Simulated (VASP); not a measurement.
Level of theory: PBEsol GGA, VASP's PBE PAW potentials (set 64) (plane waves; VASP).

VASP input:

INCAR:
```
SYSTEM = Rb
PREC = Accurate
ENCUT = 300
EDIFF = 1E-6
NELM = 100
ALGO = Normal
LREAL = .FALSE.
LASPH = .TRUE.
ISMEAR = 0
SIGMA = 0.272
GGA = PS
LMAXMIX = 4
LWAVE = .FALSE.
LCHARG = .FALSE.
ISIF = 2
```

### POSCAR
```
Rb
1
   -2.7826250000     2.7826250000     2.7826250000
    2.7826250000    -2.7826250000     2.7826250000
    2.7826250000     2.7826250000    -2.7826250000
Rb
1
Direct
  0.0000000000   0.0000000000   0.0000000000
```

**KPOINTS**
```
Automatic mesh
0
Gamma
11 11 11
0 0 0
```

POTCAR, in this order: Rb_sv (PBE.64 set). Program: vasp_std.

Output

### OSZICAR
```
       N       E                     dE             d eps       ncg     rms          rms(c)
DAV:   1     0.321868266283E+02    0.32187E+02   -0.26072E+03   904   0.534E+02
DAV:   2     0.342290029055E+00   -0.31845E+02   -0.31588E+02   920   0.124E+02
DAV:   3    -0.102209401292E+01   -0.13644E+01   -0.13625E+01  1280   0.276E+01
DAV:   4    -0.104161059430E+01   -0.19517E-01   -0.19515E-01  1408   0.303E+00
DAV:   5    -0.104180692860E+01   -0.19633E-03   -0.19633E-03  1496   0.169E-01    0.110E+00
DAV:   6    -0.104118655340E+01    0.62038E-03   -0.22611E-03  1440   0.313E-01    0.665E-01
DAV:   7    -0.104135306462E+01   -0.16651E-03   -0.41560E-03  1248   0.436E-01    0.529E-02
DAV:   8    -0.104142483888E+01   -0.71774E-04   -0.14714E-04  1240   0.126E-01    0.139E-02
DAV:   9    -0.104143002632E+01   -0.51874E-05   -0.59179E-06  1560   0.198E-02    0.475E-03
DAV:  10    -0.104142994037E+01    0.85952E-07   -0.19701E-06  1000   0.937E-03
   1 F= -.10414299E+01 E0= -.10252803E+01  d E =-.322993E-01
```

**OUTCAR**
```
------------------------ aborting loop because EDIFF is reached ----------------------------------------
  FORCE on cell =-STRESS in cart. coord.  units (eV):
  Direction    XX          YY          ZZ          XY          YZ          ZX
  --------------------------------------------------------------------------------------
  Total       -0.0149939     -0.0149939     -0.0149939     -0.0000000      0.0000000     -0.0000000
  in kB       -0.2787417     -0.2787417     -0.2787417     -0.0000000      0.0000000     -0.0000000
  external PRESSURE =      -0.2787417 kB  Pullay stress =       0.0000000 kB
  volume of cell :       86.18
      direct lattice vectors                 reciprocal lattice vectors
    -2.782625000  2.782625000  2.782625000     0.000000000  0.179686447  0.179686447
     2.782625000 -2.782625000  2.782625000     0.179686447  0.000000000  0.179686447
     2.782625000  2.782625000 -2.782625000     0.179686447  0.179686447  0.000000000
 POSITION                                       TOTAL-FORCE (eV/Angst)
 -----------------------------------------------------------------------------------
      0.00000      0.00000      0.00000        -0.000000      0.000000      0.000000
 -----------------------------------------------------------------------------------
    total drift:                                0.000000      0.000000      0.000000
  FREE ENERGIE OF THE ION-ELECTRON SYSTEM (eV)
  ---------------------------------------------------
  free  energy   TOTEN  =        -1.0414299404 eV

  energy  without entropy=       -1.0091306693  energy(sigma->0) =       -1.02528030
```
(Selected blocks of OUTCAR.)

At this cut-off the stress carries a Pulay error, which pulls relaxed volumes low.

The structure is a typed Rb crystal. The cell was not relaxed at this level. The run is one of a series of settings (GGA = PS against the base run), some of them coarse on purpose.
